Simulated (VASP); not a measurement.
Consider the following.

```yaml
crystal:
  lattice:
    - [0.00000, 2.77067, 2.77067]
    - [2.77067, 0.00000, 2.77067]
    - [2.77067, 2.77067, 0.00000]
  atoms:
    - { symbol: Cu, position: [0.00000, 0.00000, 0.00000] }
    - { symbol: Cl, position: [0.25000, 0.25000, 0.25000] }
```

Calculation: RPBE GGA, VASP's PBE PAW potentials (set 64) (plane waves; VASP 6.6.1). Settings: 520 eV cut-off, 9×9×9 Γ-centred mesh, tetrahedra with Blöchl corrections, potentials Cu Cl.

### Question
What does the run give for the energy per atom (σ→0), band gap (on the k-mesh) with the smallest direct gap where there is one?

### Answer

```
Property                                      Value
-----------------------------------  --------------
band gap (on the k-mesh)                    0.57 eV
smallest direct gap (on the k-mesh)         0.57 eV
energy per atom (σ→0)                -2.830 eV/atom
```

The absolute energy has meaning only against runs of the same code, potentials and settings.

The compound is CuCl in the zinc blende structure. It was relaxed first, which changed the volume by +7 %.
